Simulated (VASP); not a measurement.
Here is the system:

```
Tl
1.0
   -1.93813     1.93813     1.93813
    1.93813    -1.93813     1.93813
    1.93813     1.93813    -1.93813
Tl
1
Direct
  0.00000   0.00000   0.00000
```

Method: r2SCAN+rVV10, VASP's PBE PAW potentials (set 64) (plane waves; VASP). Run with 400 eV cut-off, 15×15×15 Γ-centred mesh, tetrahedra with Blöchl corrections, potentials Tl_d.

Unless said otherwise, spin-orbit coupling is left out, though it shifts the bands of the heavy elements here.

Question: Estimate the energy per atom (σ→0), band gap (over mesh and band path) with the smallest direct gap where there is one.

Answer: 
```json
{
  "band gap (over mesh and band path)": "none (metal, semimetal or under 0.01 eV)",
  "energy per atom (σ→0)": "-52.812 eV/atom"
}
```

Total energies compare only between runs with the same potentials, cut-off and functional.

The structure comes from a measured Tl entry (Im-3m) of the Crystallography Open Database, whose conditions weren't checked. It was relaxed first.
